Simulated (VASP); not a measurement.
```
SnSr3O
1.0
    5.09826     0.00000     0.00000
    0.00000     5.09826     0.00000
    0.00000     0.00000     5.09826
Sr Sn O
3 1 1
Cartesian
  2.54913   0.00000   2.54913
  0.00000   2.54913   2.54913
  2.54913   2.54913   0.00000
  0.00000   0.00000   0.00000
  2.54913   2.54913   2.54913
```

The numbers are results of PBEsol GGA, VASP's PBE PAW potentials (set 64) (plane waves; VASP), not measurements. Settings: 520 eV cut-off, 6×6×6 Γ-centred mesh, first-order Methfessel-Paxton smearing of 0.10 eV, potentials Sr_sv Sn_d O.

Unless said otherwise, spin-orbit coupling is left out, though it shifts the bands of the heavy elements here.

Problem. What does the run give for the energy per atom (σ→0), band gap (on the k-mesh) with the smallest direct gap where there is one?

Solution. 
The band gap (on the k-mesh) is none (metal, semimetal or under 0.01 eV) and the energy per atom (σ→0) is -4.565 eV/atom.

Only differences to runs with the same potentials and settings are physical.

The structure comes from a computed database's Sr3SnO entry (Pm-3m); how it stands against other phases isn't given here. It was relaxed first. The start is the result of an earlier pass.
